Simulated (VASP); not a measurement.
**NbAs: how numerical settings change the zone-centre modes**

Aim: test the modes of NbAs against the numerical settings. The starting structure is a measured crystal structure from the Crystallography Open Database.

Calculated with VASP 6.6.1; Kohn-Sham DFT with plane waves and PAW; LDA.

## 1. Starting point

The structure is tetragonal, space group I4_1md (No. 109). Conventional cell: a = 3.452 Å, b = 3.452 Å, c = 11.680 Å, α = 90.00°, β = 90.00°, γ = 90.00°. Nearest to Nb lie 6 As at 2.60 to 2.63 Å. Nearest to As lie 6 Nb at 2.60 to 2.63 Å. Farther neighbours are not listed.

Coordinates:

```xyz
4
Lattice="-3.4517 0.0000 0.0000 0.0000 3.4517 0.0000 1.7259 -1.7259 -5.8400" Properties=species:S:1:pos:R:3 pbc="T T T"
Nb    0.0000    1.7259    0.0000
Nb    0.0000    0.0000   -2.9200
As   -1.7259    0.0000   -0.9811
As   -1.7259    1.7259   -3.9011
```

## 2. Reference modes

The cell comes from a relaxation at this level, not shown (67.44 Å³).

The input, INCAR:

```
SYSTEM = NbAs
PREC = Accurate
ENCUT = 450
EDIFF = 1E-08
NELM = 100
ISMEAR = 0
SIGMA = 0.05
LREAL = .FALSE.
ALGO = Normal
GGA = CA
NBANDS = 24
LASPH = .TRUE.
LORBIT = 11
LWAVE = .FALSE.
LCHARG = .FALSE.
KPAR = 16
IBRION = 8
ISIF = 2
```

The input, POSCAR:

```
NbAs
1.0
   -3.4196238416      0.0000000000      0.0000000000
    0.0000000000      3.4196238416      0.0000000000
    1.7098119208     -1.7098119208     -5.7669810027
Nb As
2 2
Direct
    0.0012480061      0.5012480061      0.0024960121
    0.2512480061      0.2512480061      0.5024960121
    0.5827519939      0.0827519939      0.1655039879
    0.8327519939      0.8327519939      0.6655039879
```

The input, KPOINTS:

```
Automatic mesh
0
Gamma
10 10 10
0 0 0
```

Potentials, in the order of the species: Nb_sv and As (LDA family, release 64).

Command:

```
$ mpirun -np 16 vasp_std
```

The log of the run:

```text
[banner, memory and clock lines left out]
running   16 mpi-ranks, on    1 nodes
 distrk:  each k-point on    1 cores,   16 groups
 distr:  one band on    1 cores,    1 groups

 POSCAR found type information on POSCAR NbAs
 POSCAR found :  2 types and       4 ions
|                                                                             |
|           W    W    AA    RRRRR   N    N  II  N    N   GGGG   !!!           |
|           W    W   A  A   R    R  NN   N  II  NN   N  G    G  !!!           |
|           W    W  A    A  R    R  N N  N  II  N N  N  G       !!!           |
|           W WW W  AAAAAA  RRRRR   N  N N  II  N  N N  G  GGG   !            |
|           WW  WW  A    A  R   R   N   NN  II  N   NN  G    G                |
|           W    W  A    A  R    R  N    N  II  N    N   GGGG   !!!           |
|                                                                             |
|     For optimal performance we recommend to set                             |
|       NCORE = 2 up to number-of-cores-per-socket                            |
|     NCORE specifies how many cores store one orbital (NPAR=cpu/NCORE).      |
|     This setting can greatly improve the performance of VASP for DFT.       |
|     The default, NCORE=1 might be grossly inefficient on modern             |
|     multi-core architectures or massively parallel machines. Do your        |
|     Unfortunately you need to use the default for GW and RPA                |
|     calculations (for HF NCORE is supported but not extensively tested      |
|     yet).                                                                   |
|                                                                             |

 LDA part: xc-table for (Slater(with rela. corr.)+CA(PZ))
 , standard interpolation
 POSCAR, INCAR and KPOINTS ok, starting setup
 FFT: planning ... GRIDC
 FFT: planning ... GRID_SOFT
 FFT: planning ... GRID
 WAVECAR not read
 entering main loop
       N       E                     dE             d eps       ncg     rms          rms(c)
DAV:   1     0.339677760836E+03    0.33968E+03   -0.17656E+04  4896   0.134E+03
DAV:   2    -0.942779430868E+01   -0.34911E+03   -0.34121E+03  6272   0.537E+02
DAV:   3    -0.365085756238E+02   -0.27081E+02   -0.26690E+02  8904   0.109E+02
DAV:   4    -0.382162175181E+02   -0.17076E+01   -0.17011E+01  7544   0.229E+01
DAV:   5    -0.382878478699E+02   -0.71630E-01   -0.71614E-01  8632   0.498E+00    0.116E+01
DAV:   6    -0.364164299129E+02    0.18714E+01   -0.81351E+00  7656   0.194E+01    0.347E+00
DAV:   7    -0.363897305993E+02    0.26699E-01   -0.41598E-01  8240   0.389E+00    0.205E+00
DAV:   8    -0.363733666900E+02    0.16364E-01   -0.63905E-02  7656   0.148E+00    0.396E-01
DAV:   9    -0.363732484014E+02    0.11829E-03   -0.57418E-03  8344   0.532E-01    0.208E-01
DAV:  10    -0.363732481940E+02    0.20741E-06   -0.11548E-03  7424   0.310E-01    0.281E-02
DAV:  11    -0.363732414617E+02    0.67323E-05   -0.56714E-05  7544   0.725E-02    0.115E-02
DAV:  12    -0.363732409664E+02    0.49524E-06   -0.29401E-06  7656   0.139E-02    0.337E-03
DAV:  13    -0.363732409078E+02    0.58682E-07   -0.28514E-07  7848   0.408E-03    0.126E-03
DAV:  14    -0.363732408963E+02    0.11421E-07   -0.97042E-08  7328   0.256E-03    0.167E-04
DAV:  15    -0.363732408963E+02    0.76398E-10   -0.42957E-09  4840   0.754E-04
   1 F= -.36373241E+02 E0= -.36372672E+02  d E =-.113821E-02
 Linear response reoptimize wavefunctions to high precision
DAV:   1    -0.363732408964E+02   -0.15689E-09   -0.11277E-09  4712   0.408E-04
DAV:   2    -0.363732408964E+02   -0.34561E-10   -0.49169E-10  4808   0.263E-04
 Linear response DOF=           6
 Linear response progress:
  Degree of freedom:   1/  6
       N       E                     dE             d eps       ncg     rms          rms(c)
RMM:   1    -0.551881325257E+00   -0.55188E+00    0.55973E+00 14282   0.301E+01
RMM:   2    -0.467918410250E+00    0.83963E-01   -0.61421E-01 20423   0.492E+00    0.172E-01
RMM:   3    -0.470265268952E+00   -0.23469E-02   -0.55893E-02 27663   0.139E+00    0.819E-02
RMM:   4    -0.470981550283E+00   -0.71628E-03   -0.91795E-03 34586   0.459E-01    0.423E-02
RMM:   5    -0.471408485632E+00   -0.42694E-03   -0.17729E-03 34936   0.185E-01    0.250E-02
RMM:   6    -0.471477273553E+00   -0.68788E-04   -0.50059E-04 34848   0.921E-02    0.596E-03
RMM:   7    -0.471354235865E+00    0.12304E-03   -0.18799E-04 36725   0.506E-02    0.539E-03
RMM:   8    -0.471341036220E+00    0.13200E-04   -0.10591E-04 37625   0.306E-02    0.395E-03
RMM:   9    -0.471346947010E+00   -0.59108E-05   -0.47924E-05 36967   0.201E-02    0.201E-03
RMM:  10    -0.471380436465E+00   -0.33489E-04   -0.27995E-05 31640   0.158E-02    0.536E-04
RMM:  11    -0.471382326024E+00   -0.18896E-05   -0.12207E-05 36676   0.999E-03    0.545E-04
RMM:  12    -0.471376174796E+00    0.61512E-05   -0.78637E-06 33777   0.774E-03    0.249E-04
RMM:  13    -0.471375988224E+00    0.18657E-06   -0.41097E-06 37727   0.581E-03    0.362E-04
RMM:  14    -0.471377595139E+00   -0.16069E-05   -0.29395E-06 37080   0.448E-03    0.390E-04
RMM:  15    -0.471379657011E+00   -0.20619E-05   -0.27957E-06 35022   0.361E-03    0.371E-04
RMM:  16    -0.471381001479E+00   -0.13445E-05   -0.16667E-06 36352   0.294E-03    0.363E-04
 first order change of Fermi-energy  -0.17539E-04
[...]
Linear response progress:
  Degree of freedom:   4/  6
       N       E                     dE             d eps       ncg     rms          rms(c)
RMM:   1    -0.502967218080E-01   -0.50297E-01   -0.18042E-02 32700   0.105E+00
RMM:   2    -0.444281416493E-01    0.58686E-02   -0.65876E-03 28001   0.388E-01    0.112E-01
RMM:   3    -0.447301101498E-01   -0.30197E-03   -0.17474E-03 31750   0.161E-01    0.587E-02
RMM:   4    -0.451036138919E-01   -0.37350E-03   -0.53451E-04 31696   0.967E-02    0.136E-02
RMM:   5    -0.451190059723E-01   -0.15392E-04   -0.18475E-04 33639   0.435E-02    0.526E-03
RMM:   6    -0.451502743854E-01   -0.31268E-04   -0.41437E-05 35101   0.195E-02    0.242E-03
RMM:   7    -0.451523173469E-01   -0.20430E-05   -0.13711E-05 36633   0.919E-03    0.163E-03
RMM:   8    -0.451508650880E-01    0.14523E-05   -0.41423E-06 35692   0.490E-03    0.606E-04
RMM:   9    -0.451518239823E-01   -0.95889E-06   -0.19087E-06 37464   0.250E-03    0.195E-04
RMM:  10    -0.451523117528E-01   -0.48777E-06   -0.86843E-07 37283   0.130E-03    0.544E-05
RMM:  11    -0.451524199424E-01   -0.10819E-06   -0.40830E-07 38032   0.712E-04    0.234E-05
RMM:  12    -0.451524170375E-01    0.29049E-08   -0.26648E-07 37894   0.431E-04    0.164E-05
RMM:  13    -0.451523268280E-01    0.90209E-07   -0.25965E-07 37533   0.283E-04    0.625E-06
RMM:  14    -0.451523429239E-01   -0.16096E-07   -0.32122E-07 37418   0.215E-04    0.499E-06
[...]
RMM:  23    -0.451523453771E-01   -0.44456E-09   -0.15538E-07 30342   0.137E-04    0.294E-07
RMM:  24    -0.451523450219E-01    0.35517E-09   -0.17030E-07 30013   0.137E-04    0.309E-07
RMM:  25    -0.451523452766E-01   -0.25467E-09   -0.12271E-07 29994   0.137E-04    0.172E-07
RMM:  26    -0.451523451694E-01    0.10714E-09   -0.19031E-07 29843   0.137E-04    0.157E-07
RMM:  27    -0.451523452837E-01   -0.11428E-09   -0.12396E-07 29736   0.137E-04    0.107E-07
RMM:  28    -0.451523451926E-01    0.91056E-10   -0.18993E-07 29652   0.137E-04    0.132E-07
RMM:  29    -0.451523453086E-01   -0.11596E-09   -0.11743E-07 29713   0.137E-04    0.108E-07
RMM:  30    -0.451523452534E-01    0.55204E-10   -0.20280E-07 29698   0.137E-04    0.112E-07
 first order change of Fermi-energy   0.18520E-04
 force on displaced ion       3 direction 1 : -13.346  -0.000  -0.000
 Linear response progress:
  Degree of freedom:   5/  6
       N       E                     dE             d eps       ncg     rms          rms(c)
RMM:   1    -0.487263847437E-01   -0.48726E-01   -0.18590E-02 32216   0.952E-01
RMM:   2    -0.428794633120E-01    0.58469E-02   -0.63735E-03 27479   0.354E-01    0.743E-02
RMM:   3    -0.431596837282E-01   -0.28022E-03   -0.13706E-03 31351   0.128E-01    0.423E-02
RMM:   4    -0.434208445711E-01   -0.26116E-03   -0.31415E-04 31627   0.725E-02    0.878E-03
RMM:   5    -0.434095463448E-01    0.11298E-04   -0.97572E-05 32579   0.327E-02    0.519E-03
RMM:   6    -0.434355342205E-01   -0.25988E-04   -0.27463E-05 34452   0.152E-02    0.180E-03
RMM:   7    -0.434346171158E-01    0.91710E-06   -0.63694E-06 36101   0.686E-03    0.122E-03
RMM:   8    -0.434340881392E-01    0.52898E-06   -0.21872E-06 35355   0.368E-03    0.471E-04
RMM:   9    -0.434356338730E-01   -0.15457E-05   -0.62586E-07 36967   0.187E-03    0.167E-04
RMM:  10    -0.434358283215E-01   -0.19445E-06   -0.26095E-07 37530   0.967E-04    0.544E-05
RMM:  11    -0.434359461172E-01   -0.11780E-06   -0.18026E-07 37732   0.534E-04    0.193E-05
RMM:  12    -0.434359508017E-01   -0.46845E-08   -0.15086E-07 37896   0.335E-04    0.137E-05
RMM:  13    -0.434358582749E-01    0.92527E-07   -0.13857E-07 36791   0.232E-04    0.733E-06
RMM:  14    -0.434358721709E-01   -0.13896E-07   -0.13937E-07 37150   0.186E-04    0.274E-06
RMM:  15    -0.434358650362E-01    0.71347E-08   -0.14692E-07 37093   0.158E-04    0.153E-06
RMM:  16    -0.434358630138E-01    0.20224E-08   -0.13973E-07 37051   0.145E-04    0.132E-06
RMM:  17    -0.434358648007E-01   -0.17869E-08   -0.15293E-07 36379   0.138E-04    0.504E-07
RMM:  18    -0.434358643735E-01    0.42721E-09   -0.14181E-07 34674   0.134E-04    0.279E-07
RMM:  19    -0.434358647008E-01   -0.32730E-09   -0.15218E-07 32998   0.132E-04    0.399E-07
RMM:  20    -0.434358650900E-01   -0.38919E-09   -0.14594E-07 32525   0.131E-04    0.212E-07
RMM:  21    -0.434358647170E-01    0.37304E-09   -0.14918E-07 30609   0.131E-04    0.796E-08
 first order change of Fermi-energy  -0.15952E-04
 force on displaced ion       3 direction 2 :  -0.000  -9.650  -0.000
 Linear response progress:
  Degree of freedom:   6/  6
       N       E                     dE             d eps       ncg     rms          rms(c)
RMM:   1    -0.645785994550E-01   -0.64579E-01   -0.18550E-02 20644   0.103E+00
RMM:   2    -0.562025379527E-01    0.83761E-02   -0.66284E-03 15584   0.419E-01    0.118E-01
RMM:   3    -0.564474917769E-01   -0.24495E-03   -0.21045E-03 15815   0.220E-01    0.109E-01
RMM:   4    -0.563236543532E-01    0.12384E-03   -0.54753E-04 16740   0.119E-01    0.499E-02
RMM:   5    -0.564533919479E-01   -0.12974E-03   -0.24468E-04 19864   0.650E-02    0.119E-02
RMM:   6    -0.564572590666E-01   -0.38671E-05   -0.53555E-05 20997   0.280E-02    0.747E-03
RMM:   7    -0.564675749199E-01   -0.10316E-04   -0.14627E-05 21612   0.127E-02    0.275E-03
RMM:   8    -0.564701497971E-01   -0.25749E-05   -0.48545E-06 21461   0.600E-03    0.683E-04
RMM:   9    -0.564718551453E-01   -0.17053E-05   -0.12616E-06 21487   0.293E-03    0.424E-04
RMM:  10    -0.564727194641E-01   -0.86432E-06   -0.52081E-07 21441   0.159E-03    0.174E-04
RMM:  11    -0.564726295486E-01    0.89916E-07   -0.15298E-07 22345   0.840E-04    0.101E-04
RMM:  12    -0.564728170589E-01   -0.18751E-06   -0.13872E-07 21947   0.482E-04    0.304E-05
RMM:  13    -0.564728194649E-01   -0.24060E-08   -0.11485E-07 23068   0.295E-04    0.892E-06
RMM:  14    -0.564728279104E-01   -0.84455E-08   -0.18525E-07 23027   0.199E-04    0.113E-05
RMM:  15    -0.564728341571E-01   -0.62467E-08   -0.10893E-07 22804   0.158E-04    0.915E-06
RMM:  16    -0.564728396496E-01   -0.54925E-08   -0.17172E-07 21961   0.141E-04    0.279E-06
RMM:  17    -0.564728322858E-01    0.73638E-08   -0.10082E-07 22458   0.131E-04    0.416E-06
RMM:  18    -0.564728362430E-01   -0.39571E-08   -0.18178E-07 21327   0.128E-04    0.106E-06
RMM:  19    -0.564728384874E-01   -0.22444E-08   -0.90956E-08 21693   0.125E-04    0.142E-06
 first order change of Fermi-energy  -0.19147E-01
 force on displaced ion       3 direction 3 :   0.000  -0.000 -14.420
 Linear response finished
```

Run time: 11 min. Hardware: 16 MPI ranks of AMD EPYC 7R43, shared host; peak memory 12 GiB.

Lines that name or quote the potential files are left out of all logs, and their timing lines are given in words.

(Part 1 of 3 ends here.)

[Lines on the potential files, build, host, timing and source positions are cut from VASP's logs without a mark.]

[Logs are printed without paths, hosts, clocks, repeated set-up lines and the standing remarks that a program may print on its own settings, such as how far it seeks lower states.]

[Hosts, paths, dates, database ids (printed as entryN), source tags and the programs' standing remarks are cut or masked in the printed files.]
